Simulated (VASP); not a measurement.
OSZICAR of a VASP run on BaTiO₃ (cubic perovskite):

### OSZICAR
```
       N       E                     dE             d eps       ncg     rms          rms(c)
DAV:   1     0.450431452413E+03    0.45043E+03   -0.21388E+04   960   0.178E+03
DAV:   2    -0.824985800541E+01   -0.45868E+03   -0.45227E+03  1264   0.480E+02
DAV:   3    -0.492963497607E+02   -0.41046E+02   -0.41012E+02  1408   0.142E+02
DAV:   4    -0.511796873414E+02   -0.18833E+01   -0.18824E+01  1376   0.268E+01
DAV:   5    -0.512660244446E+02   -0.86337E-01   -0.86334E-01  1352   0.369E+00    0.218E+01
DAV:   6    -0.403052098494E+02    0.10961E+02   -0.80515E+01  1480   0.728E+01    0.106E+01
DAV:   7    -0.401703934676E+02    0.13482E+00   -0.15390E+01  1192   0.278E+01    0.600E+00
DAV:   8    -0.399043662184E+02    0.26603E+00   -0.85997E-01  1256   0.830E+00    0.323E+00
DAV:   9    -0.399186984243E+02   -0.14332E-01   -0.73528E-01  1288   0.699E+00    0.190E+00
DAV:  10    -0.398868468578E+02    0.31852E-01   -0.34722E-01  1240   0.519E+00    0.620E-01
DAV:  11    -0.398814995083E+02    0.53473E-02   -0.49054E-02  1112   0.137E+00    0.252E-01
DAV:  12    -0.398817880112E+02   -0.28850E-03   -0.12656E-02  1216   0.926E-01    0.210E-01
DAV:  13    -0.398810088170E+02    0.77919E-03   -0.27201E-03  1120   0.480E-01    0.443E-02
DAV:  14    -0.398810062298E+02    0.25872E-05   -0.37938E-04  1472   0.144E-01    0.269E-02
DAV:  15    -0.398809974649E+02    0.87650E-05   -0.67922E-05  1184   0.730E-02    0.456E-03
DAV:  16    -0.398809979434E+02   -0.47856E-06   -0.71111E-06  1216   0.249E-02    0.544E-03
DAV:  17    -0.398809974184E+02    0.52505E-06   -0.16133E-06  1280   0.103E-02    0.162E-03
DAV:  18    -0.398809973190E+02    0.99398E-07   -0.17359E-07   880   0.361E-03
   1 F= -.39880997E+02 E0= -.39880997E+02  d E =-.546652E-19
```

Q: Which electronic solver shows in the log?

A: It is blocked Davidson (ALGO = Normal, or the opening steps of other solvers). The INCAR had ALGO = Normal.

Q: Can the final energy be trusted as converged?

A: The run converged. It stopped with EDIFF = 1E-7, NELM = 100 (PBE GGA, plane waves, VASP's PBE PAW potentials (set 64)).

The compound is BaTiO3 in the cubic perovskite structure, the ideal cubic form; the compound distorts at low or room temperature. This cell is one point of a volume scan, at 1.06 of the reference volume.
